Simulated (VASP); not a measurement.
Data:

```
Al
1.0
    0.00000     1.98889     1.98889
    1.98889     0.00000     1.98889
    1.98889     1.98889     0.00000
Al
1
Cartesian
  0.00000   0.00000   0.00000
```

These are PBE GGA with D3 dispersion (Becke-Johnson damping), VASP's PBE PAW potentials (set 64) (plane waves; VASP) values and carry that method's errors. Settings: 520 eV cut-off, Gaussian smearing of 0.050 eV, potentials Al.

**Question.** Give the energies of bands 1 to 4 at the high-symmetry points, in eV from the Fermi level.

**Answer.** 
```json
[
 {"band": "1", "Γ": "-11.49", "X": "-3.07", "U": "-2.00", "L": "-4.81", "W": "-0.93"},
 {"band": "2", "Γ": "12.86", "X": "-1.64", "U": "-1.48", "L": "-4.47", "W": "-0.93"},
 {"band": "3", "Γ": "12.86", "X": "5.24", "U": "-0.34", "L": "11.65", "W": "0.06"},
 {"band": "4", "Γ": "12.86", "X": "5.79", "U": "6.79", "L": "11.65", "W": "1.35"}
]
```

It has no gap at this level: it comes out as a metal or semimetal.

The compound is Al in the fcc structure. It was relaxed first, which changed the volume by -5 %.
